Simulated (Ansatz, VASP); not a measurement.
**One calculation of Ti2Te3Pt, two programs**

Contents of INCAR:

```
PREC = Accurate
ENCUT = 520
EDIFF = 1E-7
ISMEAR = 0
SIGMA = 0.1
LREAL = False
LASPH = True
NELM = 100
ALGO = Normal
ISIF = 2
LWAVE = False
LCHARG = True
GGA = PE
LELF = True
LVHAR = True
NBANDS = 35
```

Contents of KPOINTS:

```
Automatic mesh
0
Gamma
  3 3 4
```

The input POSCAR:

```
Ti2Te3Pt
1.0
    6.0965440600      0.0000000000      0.0000000000
   -3.0482720300      5.2797620300      0.0000000000
    0.0000000000      0.0000000000      4.2820269200
Ti Te Pt
2 3 1
Direct
    0.6666666700      0.3333333300      0.9631379800
    0.3333333300      0.6666666700      0.9631379800
    0.5000000000      0.5000000000      0.4595159900
    0.5000000000      0.0000000000      0.4595159900
    0.0000000000      0.5000000000      0.4595159900
    0.0000000000      0.0000000000      0.8888130200
```

Input for Ansatz:

```yaml
crystal:
  lattice:
    - [6.09654406, 0.0, 0.0]
    - [-3.04827203, 5.27976203, 0.0]
    - [0.0, 0.0, 4.28202692]
  atoms:
    - { symbol: Ti, position: [0.66666667, 0.33333333, 0.96313798] }
    - { symbol: Ti, position: [0.33333333, 0.66666667, 0.96313798] }
    - { symbol: Te, position: [0.5, 0.5, 0.45951599] }
    - { symbol: Te, position: [0.5, 0.0, 0.45951599] }
    - { symbol: Te, position: [0.0, 0.5, 0.45951599] }
    - { symbol: Pt, position: [0.0, 0.0, 0.88881302] }
basis:
  ecutwfc: 420
kpoints:
  mp_grid: { grid: [3, 3, 4] }
hamiltonian:
  xc: pbe
scf:
  occupations: { method: gaussian, width: 0.1 }
  lower_state_search: "off"
output:
  forces: true
  stress: true
  eigenvalues: true
```

Change from the starting cell: species swapped into the ErCo3Ge2 type (P6mm, No. 183).

Alike in both runs: task single point; functional PBE; k mesh 3 × 3 × 4; occupations gaussian, width 0.1 eV; no spin polarisation.

```csv
,VASP,Ansatz
version,VASP 6.6.1,Ansatz 0.2.0
potentials or method,"VASP PAW PBE potentials, release 64 (Ti_sv, Te, Pt)","scalar-relativistic, plane waves, PAW"
plane-wave cutoff (eV),520,420
valence electrons in the cell,52,90
```

```tsv
	VASP	Ansatz	Ansatz less VASP
gap on the k mesh at the Fermi level (eV)	none	none	-
pressure (GPa)	2.3	2.4	+0.04
largest component of the traceless stress (GPa)	0.19	0.22	+0.029
rms of the force components (eV/Å)	0.019	0.018	-0.0005
```

Atom by atom the forces differ by 0.001 eV/Å (rms over components). A gap of «none» marks a metal or a gap that the smearing closes. The two sets of potentials don't hold the same shells in valence.

Caveats: the k mesh is coarse (spacing up to 0.40 Å⁻¹), so the values aren't converged. The runs have no spin-orbit coupling, so splittings on Pt, Te are missing.
